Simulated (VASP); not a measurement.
Data:

```xyz
16
Lattice="1.4716 -2.5488 0.0000 1.4716 2.5488 0.0000 0.0000 0.0000 23.0623" Properties=species:S:1:pos:R:3 pbc="T T T"
Ti     0.0000     0.0000     3.5555
Ti     0.0000     0.0000    15.0867
Ti     0.0000     0.0000    19.5068
Ti     0.0000     0.0000     7.9756
Ti     1.4716     0.8496     1.2395
Ti     1.4716    -0.8496    12.7707
Ti     1.4716    -0.8496    21.8228
Ti     1.4716     0.8496    10.2916
Al     1.4716     0.8496     5.7656
Al     1.4716    -0.8496    17.2967
N      0.0000     0.0000     0.0000
N      0.0000     0.0000    11.5311
N      1.4716     0.8496    13.9678
N      1.4716    -0.8496     2.4367
N      1.4716    -0.8496     9.0944
N      1.4716     0.8496    20.6256
```

All values below come from LDA (Ceperley-Alder, Perdew-Zunger), VASP's LDA PAW potentials (set 64) (plane waves; VASP). Run with LREAL = Auto, 520 eV cut-off, 13×13×2 Γ-centred mesh, tetrahedra with Blöchl corrections, potentials Ti_sv Al N.

The cores are frozen, which limits the accuracy of field gradients.

Problem. Give the principal components of the electric field gradient (V/Å²) and the asymmetry η at each nucleus.

Solution. 
```tsv
atom	Vxx	Vyy	Vzz	η
Ti1	-8.5	-8.5	17.1	0.00
Ti2	-8.5	-8.5	17.1	0.00
Ti3	-8.5	-8.5	17.1	0.00
Ti4	-8.5	-8.5	17.1	0.00
Ti5	2.7	2.7	-5.4	0.00
Ti6	2.7	2.7	-5.4	0.00
Ti7	2.7	2.7	-5.4	0.00
Ti8	2.7	2.7	-5.4	0.00
Al9	21.7	21.7	-43.5	0.00
Al10	21.7	21.7	-43.5	0.00
N11	2.1	2.1	-4.1	0.00
N12	2.1	2.1	-4.1	0.00
N13	-0.9	-0.9	1.8	0.00
N14	-0.9	-0.9	1.8	0.00
N15	-0.9	-0.9	1.8	0.00
N16	-0.9	-0.9	1.8	0.00
```

The compound is Ti4AlN3 in the sg194 structure. It was relaxed first.
